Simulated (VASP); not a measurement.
Output of a VASP run:

### OSZICAR
```
...
       N       E                     dE             d eps       ncg     rms          rms(c)
DAV:   1    -0.562241821958E+03    0.27894E-03   -0.24174E-01   928   0.122E+00    0.947E-02
RMM:   2    -0.562242234951E+03   -0.41299E-03   -0.45541E-03   912   0.160E-01    0.403E-02
RMM:   3    -0.562242248724E+03   -0.13773E-04   -0.37569E-04   912   0.482E-02    0.261E-02
RMM:   4    -0.562242244071E+03    0.46530E-05   -0.85763E-05   859   0.203E-02
  19 F= -.56224224E+03 E0= -.56222371E+03  d E =-.748505E-03  mag=     2.0000
       N       E                     dE             d eps       ncg     rms          rms(c)
DAV:   1    -0.562242195471E+03    0.53253E-04   -0.38739E-01   920   0.155E+00    0.116E-01
RMM:   2    -0.562242831592E+03   -0.63612E-03   -0.70798E-03   912   0.200E-01    0.479E-02
RMM:   3    -0.562242851668E+03   -0.20076E-04   -0.58027E-04   912   0.599E-02    0.315E-02
RMM:   4    -0.562242843823E+03    0.78447E-05   -0.14461E-04   904   0.260E-02    0.213E-02
RMM:   5    -0.562242844848E+03   -0.10241E-05   -0.30410E-05   606   0.115E-02
  20 F= -.56224284E+03 E0= -.56222432E+03  d E =-.600777E-03  mag=     2.0000
       N       E                     dE             d eps       ncg     rms          rms(c)
DAV:   1    -0.562241681325E+03    0.11625E-02   -0.84930E-01   912   0.229E+00    0.171E-01
RMM:   2    -0.562243103089E+03   -0.14218E-02   -0.15678E-02   912   0.297E-01    0.695E-02
RMM:   3    -0.562243150677E+03   -0.47588E-04   -0.12775E-03   912   0.891E-02    0.467E-02
RMM:   4    -0.562243134233E+03    0.16444E-04   -0.29712E-04   917   0.373E-02    0.286E-02
RMM:   5    -0.562243135918E+03   -0.16851E-05   -0.68045E-05   830   0.181E-02
  21 F= -.56224314E+03 E0= -.56222463E+03  d E =-.891847E-03  mag=     2.0000
       N       E                     dE             d eps       ncg     rms          rms(c)
DAV:   1    -0.562243082195E+03    0.52037E-04   -0.30974E-01   928   0.138E+00    0.963E-02
RMM:   2    -0.562243598892E+03   -0.51670E-03   -0.56744E-03   912   0.178E-01    0.419E-02
RMM:   3    -0.562243620961E+03   -0.22069E-04   -0.46953E-04   912   0.538E-02    0.285E-02
RMM:   4    -0.562243615982E+03    0.49793E-05   -0.10841E-04   884   0.224E-02    0.179E-02
RMM:   5    -0.562243615991E+03   -0.95897E-08   -0.26007E-05   589   0.109E-02
  22 F= -.56224362E+03 E0= -.56222509E+03  d E =-.480073E-03  mag=     2.0000
       N       E                     dE             d eps       ncg     rms          rms(c)
DAV:   1    -0.562242399853E+03    0.12161E-02   -0.92716E-01   912   0.239E+00    0.166E-01
RMM:   2    -0.562243943500E+03   -0.15436E-02   -0.16932E-02   912   0.308E-01    0.710E-02
RMM:   3    -0.562244005945E+03   -0.62444E-04   -0.13756E-03   912   0.924E-02    0.485E-02
RMM:   4    -0.562243987808E+03    0.18136E-04   -0.31788E-04   915   0.386E-02    0.311E-02
RMM:   5    -0.562243987775E+03    0.33440E-07   -0.73384E-05   839   0.186E-02
  23 F= -.56224399E+03 E0= -.56222544E+03  d E =-.851857E-03  mag=     2.0000
       N       E                     dE             d eps       ncg     rms          rms(c)
DAV:   1    -0.562244218173E+03   -0.23036E-03   -0.11772E-01   992   0.855E-01    0.787E-02
RMM:   2    -0.562244423557E+03   -0.20538E-03   -0.23001E-03   912   0.114E-01    0.317E-02
RMM:   3    -0.562244431240E+03   -0.76828E-05   -0.20030E-04   912   0.350E-02    0.193E-02
RMM:   4    -0.562244430339E+03    0.90130E-06   -0.47334E-05   720   0.149E-02
  24 F= -.56224443E+03 E0= -.56222585E+03  d E =-.442564E-03  mag=     2.0000
```

### OUTCAR
```
------------------------ aborting loop because EDIFF is reached ----------------------------------------
  FORCE on cell =-STRESS in cart. coord.  units (eV):
  Direction    XX          YY          ZZ          XY          YZ          ZX
  --------------------------------------------------------------------------------------
  Total      -39.7955270    -39.5207767    -39.7924496     -2.5846018      1.8254929      2.7012078
  in kB      -66.8624729    -66.4008511    -66.8573026     -4.3425199      3.0671027      4.5384356
  external PRESSURE =     -66.7068755 kB  Pullay stress =       0.0000000 kB
  volume of cell :      953.59
      direct lattice vectors                 reciprocal lattice vectors
     5.005566415 -8.669895594  0.000000000     0.099888796 -0.057670821  0.000000000
     5.005566415  8.669895594  0.000000000     0.099888796  0.057670821  0.000000000
     0.000000000  0.000000000 10.986650669     0.000000000  0.000000000  0.091019550
 POSITION                                       TOTAL-FORCE (eV/Angst)
 -----------------------------------------------------------------------------------
      6.14376     -6.63308      1.83331        -0.006384      0.002418      0.002009
      2.61086     -0.00534     10.98124        -0.006656     -0.011680      0.002742
      6.16200      6.54886      3.59965         0.010076     -0.006175      0.000759
      6.19921     -6.50706      7.31300        -0.007389      0.020939      0.007629
      2.58145     -0.02164      5.45318         0.008338      0.009075      0.001632
      6.16728      6.60964      9.14861        -0.008274      0.006535     -0.008978
      8.69302     -2.26240      1.79061        -0.005757      0.015807     -0.010974
      5.15504      4.32060      0.00749        -0.001013     -0.002025      0.007273
      3.64815      2.20485      3.63719        -0.003539     -0.015822      0.018969
      8.67255     -2.28895      7.33605         0.010394     -0.008317      0.001761
      5.12787      4.27886      5.55583        -0.005011     -0.002660      0.001291
      3.70990      2.27464      9.15055         0.025046     -0.012110      0.005062
      3.69330     -2.27860      1.81363         0.008633      0.010382      0.011299
      5.19384     -4.31656      0.01967         0.008963     -0.002097      0.004377
      8.67322      2.27019      3.66751        -0.012991      0.007804      0.013342
      3.68465     -2.18379      7.31284        -0.009396     -0.012379      0.001290
      5.08370     -4.26338      5.46215        -0.012568      0.015393     -0.013394
      3.75456     -6.39797      9.17707         0.014765     -0.011702      0.003786
      6.18782      2.00790      1.85416         0.004111     -0.008054     -0.001624
      7.64136      0.00580     10.96213        -0.001056      0.006247      0.010514
      6.19391     -2.01792      3.62938        -0.011346     -0.004790      0.017912
      6.25466      2.06799      7.36315         0.003533      0.007731      0.001801
      7.66177      0.00085      5.49710        -0.006308      0.000539     -0.010247
      6.18955     -2.03657      9.15852        -0.006454      0.010169     -0.015373
      1.67962      0.67975      1.14196        -0.000294      0.000970     -0.001919
      2.24601     -2.57728      2.49307         0.002747     -0.017421     -0.004233
      3.57079     -1.12091      0.67880        -0.004852     -0.006417     -0.005224
      1.70283     -0.75464      4.33830         0.004447      0.025931     -0.011930
      2.16084      2.41682      3.08486         0.010392     -0.011147      0.013100
      1.72236      0.86700      6.45821         0.006104      0.017307     -0.015140
      3.56123      1.09997     10.26573        -0.013181     -0.006539      0.001950
      2.20101     -2.40160      7.93611        -0.005504      0.011975      0.009590
      3.65957     -0.94803      6.20144         0.023650      0.012416     -0.000226
      1.62901     -0.68776      9.88120         0.005184     -0.002851     -0.003503
      2.28096      2.56423      8.43955         0.010750     -0.007609      0.000312
      4.22081      5.01191      1.14942        -0.005549      0.006247     -0.002012
      5.95890      5.35950      4.68314        -0.012357     -0.010178      0.002889
      4.71532      1.68851      2.55572        -0.009694     -0.019228      0.001156
      6.05317      3.18053      0.74168        -0.012230     -0.009757      0.006086
      4.12615      3.38217      4.59588        -0.015207     -0.004056      0.013306
      4.74398      6.92851      2.91800         0.009037      0.004129     -0.010272
      4.18028      4.99684      6.65322        -0.000561     -0.000463      0.008617
      6.12444      5.39940     10.24787         0.003247      0.004905     -0.005865
      4.79034      1.80923      8.02465         0.007314      0.000615     -0.012450
      6.16991      3.25853      6.25297         0.001187      0.000516      0.005829
      4.19050      3.64629      9.87204        -0.003144      0.013412      0.001045
      4.69734      6.85299      8.50394        -0.010226     -0.008615      0.000031
      4.20945     -3.66054      1.13865         0.003514      0.003486      0.001918
      6.06944     -3.19135      4.74655        -0.018015      0.004252     -0.012576
      4.67704     -6.86612      2.47429        -0.007663      0.005214      0.004963
      6.15108     -5.40795      0.76771         0.016065     -0.010894     -0.007986
      4.17143     -5.00900      4.33950         0.016347     -0.018064      0.000541
      4.73539     -1.74689      2.95369         0.012570      0.007485     -0.000528
      4.09598     -3.53400      6.52557         0.006807     -0.000983     -0.007313
      6.12408     -3.16882     10.32848         0.004503      0.005936     -0.005051
      4.79251     -6.90296      8.01853        -0.004590     -0.017000      0.003480
...
```
(Selected blocks of OUTCAR.)

POSCAR:
```
O47Si24
1
    5.0055664148    -8.6698955938     0.0000000000
    5.0055664148     8.6698955938     0.0000000000
    0.0000000000     0.0000000000    10.9866506686
Si O
24 47
Direct
  0.9965603766   0.2302384313   0.1670888136
  0.2625729467   0.2625803103   0.9997824900
  0.2373321106   0.9947711962   0.3276640473
  0.9950896063   0.2439310408   0.6657955066
  0.2601025677   0.2582427633   0.4954213025
  0.2364136065   0.9991276711   0.8327816052
  0.9982979652   0.7379550225   0.1635541203
  0.2649785015   0.7640563783   0.0006579421
  0.2366615939   0.4914240796   0.3325951729
  0.9993209680   0.7363043251   0.6682750991
  0.2656656614   0.7605345466   0.5058587787
  0.2375567240   0.5017444865   0.8328672553
  0.5006487255   0.2376239107   0.1650499960
  0.7668585484   0.2669651154   0.0012023280
  0.7352633283   0.9970401898   0.3342588707
  0.4953955188   0.2432099365   0.6639815114
  0.7553304921   0.2624799657   0.4972113385
  0.7437417710   0.0040643935   0.8339484883
  0.5015994215   0.7329657803   0.1701952696
  0.7627266933   0.7633568785   0.9987076186
  0.7348969406   0.5018523980   0.3305972014
  0.5037189672   0.7416264463   0.6691074210
  0.7637641582   0.7638710839   0.5004604808
  0.7354628929   0.5005913370   0.8333748908
  0.1299975653   0.2072848967   0.1045501118
  0.3723928177   0.0758731417   0.2265808508
  0.4231960227   0.2941480810   0.0616884675
  0.2112728705   0.1284612919   0.3928226211
  0.0766243833   0.3558113409   0.2803118938
  0.1266004354   0.2256838705   0.5900497607
  0.2921535197   0.4211419877   0.9351249581
  0.3604489524   0.0833806607   0.7226474784
  0.4229122299   0.3095870427   0.5596972670
  0.2048064039   0.1257821697   0.8990887529
  0.0771739061   0.3737476431   0.7703161548
  0.1314046706   0.7106847150   0.1042006576
  0.2853105753   0.9064960973   0.4274999282
  0.3755788225   0.5679105184   0.2362073587
  0.4182454953   0.7840925454   0.0686404235
  0.2156695109   0.6081895919   0.4182709094
  0.0741376200   0.8734158518   0.2661079405
  0.1307911845   0.7077550273   0.6068600804
  0.3010404916   0.9239383639   0.9329464592
  0.3697718624   0.5806759885   0.7279962235
  0.4291671901   0.8049870114   0.5681181367
  0.2071967949   0.6299885487   0.8974401801
  0.0752172517   0.8676833338   0.7735693794
  0.6315327325   0.2088310342   0.1036607314
  0.7907176958   0.4224583321   0.4323127183
  0.8643208643   0.0704183645   0.2264009691
  0.9254548441   0.2993880245   0.0690728871
  0.7062999948   0.1282919729   0.3950221197
  0.5738967537   0.3717225143   0.2691469726
  0.6164996109   0.2064307926   0.5957512722
  0.7928474549   0.4250024034   0.9378954929
  0.8760493224   0.0791820470   0.7279060701
  0.9119947287   0.2976620691   0.5671013446
  0.7163178490   0.1354425944   0.8964083193
  0.5755828140   0.3719198342   0.7697572091
  0.6317026552   0.7061994843   0.1052662238
  0.7968321420   0.9251550895   0.4385370478
  0.8687944470   0.5790835877   0.2272160352
  0.9236191831   0.7924737936   0.0575531152
  0.7051676800   0.6305321397   0.3958280880
  0.5739407500   0.8627193082   0.2764352496
  0.6281052945   0.7067077345   0.6026573647
  0.7966651002   0.9254000303   0.9385142492
  0.8686073213   0.5761327419   0.7292735385
  0.9224867878   0.7921994213   0.5637858507
  0.7037614704   0.6301911910   0.8945243365
  0.5831748405   0.8729560875   0.7735152513
```

Reconstruct the remaining input files.

This is not unique; one that fits is the input of the run itself, PBE GGA, plane waves, VASP's PBE PAW potentials (set 64).

### INCAR
```
SYSTEM = O47Si24
PREC = Normal
ENCUT = 400
EDIFF = 1E-5
NELM = 100
ALGO = Fast
LREAL = Auto
LASPH = .TRUE.
ISMEAR = 0
SIGMA = 0.05
GGA = PE
LWAVE = .FALSE.
LCHARG = .FALSE.
NELMIN = 4
ISYM = 0
NELECT = 376.0
ISPIN = 2
NUPDOWN = 2
MAGMOM = 71*0.0282
LORBIT = 10
IBRION = 2
ISIF = 2
NSW = 120
EDIFFG = -0.03
```

KPOINTS:
```
Automatic mesh
0
Gamma
1 1 1
0 0 0
```

POTCAR, in this order: Si O (PBE.64 set). Program: vasp_gam.

At this cut-off the stress carries a Pulay error, which pulls relaxed volumes low. The cell is charged, with a uniform compensating background. The supercell is sampled at Γ alone, which is coarse: total energies, pressure and levels can be off, energies of defects by several tenths of an eV.

The cell is a supercell with a defect, built from SiO2 (quartz): vac_O, charge +2.
